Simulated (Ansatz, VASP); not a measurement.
Na3ZnO: VASP beside Ansatz

File INCAR:

```
SYSTEM = Na3ZnO
PREC = Accurate
ENCUT = 520
EDIFF = 1E-6
ISMEAR = 0
SIGMA = 0.1
LREAL = .False.
LASPH = .True.
NELM = 60
ALGO = Normal
ISIF = 2
LWAVE = .False.
LCHARG = .False.
GGA = PE
NBANDS = 28
```

Contents of KPOINTS:

```
Automatic mesh
0
Gamma
  4 4 4
  0 0 0
```

File POSCAR:

```
Na3ZnO
1.0
    4.4563086900      0.0000000000      0.0000000000
    0.0000000000      4.4563086900      0.0000000000
    0.0000000000      0.0000000000      4.4563086900
Na Zn O
3 1 1
Direct
    0.5000000000      0.5000000000      0.0000000000
    0.5000000000      0.0000000000      0.5000000000
    0.0000000000      0.5000000000      0.5000000000
    0.0000000000      0.0000000000      0.0000000000
    0.5000000000      0.5000000000      0.5000000000
```

Input for Ansatz:

```yaml
crystal:
  lattice:
    - [4.45630869, 0.0, 0.0]
    - [0.0, 4.45630869, 0.0]
    - [0.0, 0.0, 4.45630869]
  atoms:
    - { symbol: Na, position: [0.5, 0.5, 0.0] }
    - { symbol: Na, position: [0.5, 0.0, 0.5] }
    - { symbol: Na, position: [0.0, 0.5, 0.5] }
    - { symbol: Zn, position: [0.0, 0.0, 0.0] }
    - { symbol: O, position: [0.5, 0.5, 0.5] }
basis:
  ecutwfc: 420
kpoints:
  mp_grid: { grid: [4, 4, 4] }
hamiltonian:
  xc: pbe
scf:
  occupations: { method: gaussian, width: 0.1 }
  lower_state_search: "off"
output:
  forces: true
  stress: true
  eigenvalues: true
```

Change from the starting cell: species swapped into the Dy3AlN type (Pm-3m, No. 221).

Alike in both runs: task single point; functional PBE; k mesh 4 × 4 × 4; occupations gaussian, width 0.1 eV; no spin polarisation.

```csv
,VASP,Ansatz
version,VASP 6.6.1,Ansatz 0.2.0
potentials or method,"VASP PAW PBE potentials, release 64 (Na_pv, Zn, O)","scalar-relativistic, plane waves, PAW"
plane-wave cutoff (eV),520,420
valence electrons in the cell,39,45
```

|  | VASP | Ansatz | Ansatz less VASP |
| --- | --- | --- | --- |
| gap on the k mesh at the Fermi level (eV) | none | none | - |
| pressure (GPa) | 5.5 | 5.4 | -0.11 |

A gap of «none» marks a metal or a gap that the smearing closes. The two sets of potentials don't hold the same shells in valence.

Caveats: an odd number of electrons without spin polarisation forces a metal; a magnetic or distorted state may lie lower.
